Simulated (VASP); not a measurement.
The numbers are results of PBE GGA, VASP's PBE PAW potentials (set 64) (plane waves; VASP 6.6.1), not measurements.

Input for VASP

### POSCAR
```
CoAl
1.0
  2.8600000000   0.0000000000   0.0000000000
  0.0000000000   2.8600000000   0.0000000000
  0.0000000000   0.0000000000   2.8600000000
Al Co
1 1
Direct
  0.5000000000   0.5000000000   0.5000000000
  0.0000000000   0.0000000000   0.0000000000
```

**INCAR**
```
# general
SYSTEM =CoAl
PREC   =Accurate
ENCUT  =480
LREAL  =F
LASPH  =T

# electronic loop
EDIFF  =1E-6
NELM   =100
ALGO   =Normal
LMAXMIX=4

# smearing
ISMEAR =1
SIGMA  =0.1

# functional
GGA    =PE

# ions
IBRION =2
NSW    =60
ISIF   =3
EDIFFG =-0.01

# output
LWAVE  =F
LCHARG =F
```

### KPOINTS
```
Regular mesh
0
G
  11 11 11
0 0 0
```

POTCAR, in this order: Al Co (PBE.64 set). Program: vasp_std.

The resulting files:

File OUTCAR:
```
 ion  position               nearest neighbor table
   1  0.500  0.500  0.500-   2 2.48   2 2.48   2 2.48   2 2.48   2 2.48   2 2.48   2 2.48   2 2.48
  LATTYP: Found a simple cubic cell.
 ALAT       =     2.8600000000
 Subroutine PRICEL returns:
 Original cell was already a primitive cell.
 Subroutine GETGRP returns: Found 48 space group operations
The static configuration has the point symmetry O_h .
The dynamic configuration has the point symmetry O_h .
 Subroutine INISYM returns: Found 48 space group operations
 Subroutine IBZKPT returns following result:
 Found     56 irreducible k-points:

 Following reciprocal coordinates:
            Coordinates               Weight
  0.000000  0.000000  0.000000      1.000000
  0.090909  0.000000  0.000000      6.000000
  0.181818  0.000000  0.000000      6.000000
  0.272727  0.000000  0.000000      6.000000
  0.363636  0.000000  0.000000      6.000000
  0.454545  0.000000  0.000000      6.000000
  0.090909  0.090909  0.000000     12.000000
  0.181818  0.090909  0.000000     24.000000
  0.272727  0.090909  0.000000     24.000000
  0.363636  0.090909  0.000000     24.000000
...
```

File OSZICAR:
```
       N       E                     dE             d eps       ncg     rms          rms(c)
DAV:   1     0.327451852635E+02    0.32745E+02   -0.50841E+03  1128   0.118E+03
DAV:   2    -0.124083149865E+02   -0.45154E+02   -0.42799E+02  1128   0.184E+02
DAV:   3    -0.136331717100E+02   -0.12249E+01   -0.12134E+01  1350   0.384E+01
DAV:   4    -0.136552505299E+02   -0.22079E-01   -0.22067E-01  1348   0.464E+00
DAV:   5    -0.136559273815E+02   -0.67685E-03   -0.67684E-03  1328   0.824E-01    0.125E+01
DAV:   6    -0.165861862214E+02   -0.29303E+01   -0.74580E+01  1272   0.128E+02    0.180E+01
DAV:   7    -0.120018794657E+02    0.45843E+01   -0.33517E+01  1238   0.818E+01    0.183E+00
DAV:   8    -0.119988819184E+02    0.29975E-02   -0.23264E-01  1158   0.420E+00    0.120E+00
DAV:   9    -0.119851347395E+02    0.13747E-01   -0.45046E-02  1358   0.302E+00    0.315E-01
DAV:  10    -0.119845795145E+02    0.55523E-03   -0.18070E-03  1454   0.594E-01    0.131E-01
DAV:  11    -0.119845730271E+02    0.64874E-05   -0.64609E-05  1604   0.994E-02    0.359E-02
DAV:  12    -0.119845636904E+02    0.93368E-05   -0.51450E-05  1330   0.103E-01    0.524E-03
DAV:  13    -0.119845636949E+02   -0.45123E-08   -0.48678E-07   602   0.690E-03
   1 F= -.11984564E+02 E0= -.11984376E+02  d E =-.119846E+02
       N       E                     dE             d eps       ncg     rms          rms(c)
DAV:   1    -0.120416919871E+02   -0.57128E-01   -0.78102E-01  1208   0.152E+01    0.215E+00
DAV:   2    -0.121420913427E+02   -0.10040E+00   -0.24656E+00  1274   0.230E+01    0.311E+00
DAV:   3    -0.119861455764E+02    0.15595E+00   -0.11257E+00  1236   0.156E+01    0.314E-01
DAV:   4    -0.119850033141E+02    0.11423E-02   -0.52459E-03  1132   0.711E-01    0.102E-01
DAV:   5    -0.119848919376E+02    0.11138E-03   -0.53141E-04  1718   0.278E-01    0.210E-02
DAV:   6    -0.119848935611E+02   -0.16235E-05   -0.17439E-05  1174   0.698E-02    0.528E-03
DAV:   7    -0.119848927301E+02    0.83105E-06   -0.20361E-06   588   0.221E-02
   2 F= -.11984893E+02 E0= -.11984669E+02  d E =-.329035E-03
       N       E                     dE             d eps       ncg     rms          rms(c)
DAV:   1    -0.119970358032E+02   -0.12142E-01   -0.15495E-01  1208   0.682E+00    0.969E-01
DAV:   2    -0.120196456045E+02   -0.22610E-01   -0.51769E-01  1262   0.105E+01    0.147E+00
DAV:   3    -0.119858953855E+02    0.33750E-01   -0.23097E-01  1278   0.716E+00    0.140E-01
DAV:   4    -0.119856505091E+02    0.24488E-03   -0.86053E-04  1126   0.290E-01    0.402E-02
DAV:   5    -0.119856347925E+02    0.15717E-04   -0.96630E-05  1664   0.123E-01    0.838E-03
DAV:   6    -0.119856361493E+02   -0.13569E-05   -0.19037E-06   848   0.223E-02    0.118E-03
DAV:   7    -0.119856361949E+02   -0.45587E-07   -0.28584E-07   560   0.862E-03
   3 F= -.11985636E+02 E0= -.11985429E+02  d E =-.107250E-02
```

OUTCAR:
```
------------------------ aborting loop because EDIFF is reached ----------------------------------------
  FORCE on cell =-STRESS in cart. coord.  units (eV):
  Direction    XX          YY          ZZ          XY          YZ          ZX
  --------------------------------------------------------------------------------------
  Total        0.0006036      0.0006036      0.0006036     -0.0000000     -0.0000000      0.0000000
  in kB        0.0417214      0.0417214      0.0417214     -0.0000000     -0.0000000      0.0000000
  external PRESSURE =       0.0417214 kB  Pullay stress =       0.0000000 kB
  volume of cell :       23.18
      direct lattice vectors                 reciprocal lattice vectors
     2.851176063 -0.000000000  0.000000000     0.350732462  0.000000000  0.000000000
    -0.000000000  2.851176063  0.000000000     0.000000000  0.350732462  0.000000000
    -0.000000000 -0.000000000  2.851176063    -0.000000000 -0.000000000  0.350732462
 POSITION                                       TOTAL-FORCE (eV/Angst)
 -----------------------------------------------------------------------------------
      1.42559      1.42559      1.42559        -0.000000     -0.000000      0.000000
      0.00000      0.00000      0.00000         0.000000      0.000000      0.000000
 -----------------------------------------------------------------------------------
    total drift:                               -0.000000      0.000000     -0.000000
  FREE ENERGIE OF THE ION-ELECTRON SYSTEM (eV)
  ---------------------------------------------------
  free  energy   TOTEN  =       -11.9856361949 eV

  energy  without entropy=      -11.9850131629  energy(sigma->0) =      -11.98542852

 reached required accuracy - stopping structural energy minimisation
```
(Selected blocks of OUTCAR.)

### CONTCAR
```
CoAl
   1.00000000000000
     2.8511760628497322   -0.0000000000000000    0.0000000000000000
    -0.0000000000000000    2.8511760628497322    0.0000000000000000
    -0.0000000000000000   -0.0000000000000000    2.8511760628497322
  Al              Co
     1     1
Direct
     0.5000000000000000    0.5000000000000000    0.5000000000000000
     0.0000000000000000    0.0000000000000000    0.0000000000000000
```

File OUTCAR:
```
 val. band max:       10.5775637467   @ k =   0.4545   0.4545   0.2727

 cond. band min:      10.6144307235   @ k =   0.4545   0.4545   0.1818


 Fermi energy:        10.5893611873

 k-point     1 :       0.0000    0.0000    0.0000
  band No.  band energies     occupation
      1      -0.5080      2.00000
      2       7.6019      2.00000
      3       7.6019      2.00000
      4       9.7130      2.00000
      5       9.7130      2.00000
      6       9.7130      2.00000
      7      16.5169      0.00000
      8      16.5169      0.00000
      9      16.5169      0.00000
     10      19.2862      0.00000

 k-point     2 :       0.0909    0.0000    0.0000
  band No.  band energies     occupation
      1      -0.3515      2.00000
      2       7.5842      2.00000
      3       7.6450      2.00000
      4       9.6302      2.00000
      5       9.6302      2.00000
      6       9.7218      2.00000
      7      15.1859      0.00000
      8      16.7343      0.00000
      9      16.7343      0.00000
     10      19.2664      0.00000

 k-point     3 :       0.1818    0.0000    0.0000
  band No.  band energies     occupation
      1       0.1134      2.00000
      2       7.4551      2.00000
      3       7.7633      2.00000
      4       9.4227      2.00000
      5       9.4227      2.00000
      6       9.7452      2.00000
      7      13.2545      0.00000
      8      17.3479      0.00000
      9      17.3479      0.00000
     10      19.2087      0.00000

 k-point     4 :       0.2727    0.0000    0.0000
  band No.  band energies     occupation
      1       0.8733      2.00000
      2       6.9778      2.00000
      3       7.9247      2.00000
      4       9.1769      2.00000
      5       9.1769      2.00000
      6       9.7762      2.00000
      7      11.7627     -0.00000
      8      18.2765      0.00000
      9      18.2765      0.00000
     10      19.1217      0.00000

 k-point     5 :       0.3636    0.0000    0.0000
...
```

The compound is CoAl in the CsCl type structure. This run relaxes it. Symmetry was kept, so distortions that lower it aren't found. The run is not spin-polarised, so no magnetic state was tried.
